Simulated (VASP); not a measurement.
Given:

```
CELL_PARAMETERS angstrom
     -2.08400     2.08400     4.03149
      2.08400    -2.08400     4.03149
      2.08400     2.08400    -4.03149
ATOMIC_POSITIONS crystal
  Cd 0.00000 0.00000 0.00000
  Au 0.75000 0.25000 0.50000
  Au 0.25000 0.75000 0.50000
  Au 0.50000 0.50000 0.00000
```

Computed with PBEsol GGA, VASP's PBE PAW potentials (set 64) (plane waves; VASP 6.6.1). Numerical set-up: 400 eV cut-off, Gaussian smearing of 0.050 eV, potentials Cd Au.

**Question.** Give the energies of bands 13 to 26 at the high-symmetry points, in eV from the Fermi level.

**Answer.** 
```tsv
band	Γ	X	P	N	M	S	R
13	-5.09	-4.69	-4.33	-4.80	-4.17	-4.78	-4.40
14	-4.59	-4.59	-4.33	-4.48	-3.81	-4.02	-4.36
15	-3.57	-4.03	-4.25	-4.10	-3.81	-3.99	-4.24
16	-3.53	-3.65	-4.12	-4.03	-3.78	-3.86	-3.72
17	-3.33	-3.51	-3.41	-3.64	-3.02	-3.80	-3.60
18	-2.81	-3.01	-3.29	-3.60	-2.97	-3.52	-3.48
19	-2.73	-2.63	-3.29	-3.56	-2.46	-3.42	-2.77
20	-2.73	-2.49	-2.69	-3.53	-2.40	-3.37	-2.68
21	-2.07	-2.06	-2.39	-2.55	-2.40	-2.44	-2.18
22	0.68	-1.73	-1.49	-2.20	-2.08	-2.05	-2.11
23	3.62	-1.46	-1.02	1.04	0.12	-1.83	-1.78
24	3.92	-0.90	-1.02	1.62	0.12	3.26	-0.83
25	5.11	1.81	3.88	5.72	4.27	4.16	3.78
26	5.12	2.37	3.88	5.80	4.83	6.80	3.94
```

It has no gap at this level: it comes out as a metal or semimetal.

The structure comes from a computed database's CdAu3 entry (I4/mmm); how it stands against other phases isn't given here. It was relaxed first. The electron count is odd and the run is not spin-polarised, which forces a metal.
